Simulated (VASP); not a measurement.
Ti4C2N2 (ordered alloy cell): computed properties

These are PBEsol GGA, VASP's PBE PAW potentials (set 64) (plane waves; VASP) values and carry that method's errors.

```yaml
space_group: P4/mmm (123)
cell: a = 3.008 Å, b = 3.008 Å, c = 4.233 Å, α = 90.00°, β = 90.00°, γ = 90.00°
volume_per_atom: 9.57 Å³/atom
band gap (on the k-mesh): none (metal, semimetal or under 0.01 eV)
density: 5.28 g/cm³
```

```cif
data_CNTi2
_chemical_formula_sum 'Ti2 N1 C1'
_space_group_name_H-M_alt 'P4/mmm'
_space_group_IT_number 123
_space_group_name_Hall '-P 4 2'
_cell_length_a 3.00757
_cell_length_b 3.00757
_cell_length_c 4.23337
_cell_angle_alpha 90.000
_cell_angle_beta 90.000
_cell_angle_gamma 90.000
loop_
_atom_site_label
_atom_site_type_symbol
_atom_site_symmetry_multiplicity
_atom_site_Wyckoff_symbol
_atom_site_fract_x
_atom_site_fract_y
_atom_site_fract_z
_atom_site_occupancy
Ti1 Ti 1 a 0.00000 0.00000 0.00000 1
Ti2 Ti 1 d 0.50000 0.50000 0.50000 1
N1 N 1 b 0.00000 0.00000 0.50000 1
C1 C 1 c 0.50000 0.50000 0.00000 1
```
(The calculation used a cell of 8 atoms; values per cell refer to that cell.)

The structure was generated: Ti4C2N2 was put into an ordered model structure (P4/mmm), which need not be its known phase. It was relaxed first. Symmetry was kept, so distortions that lower it aren't found.
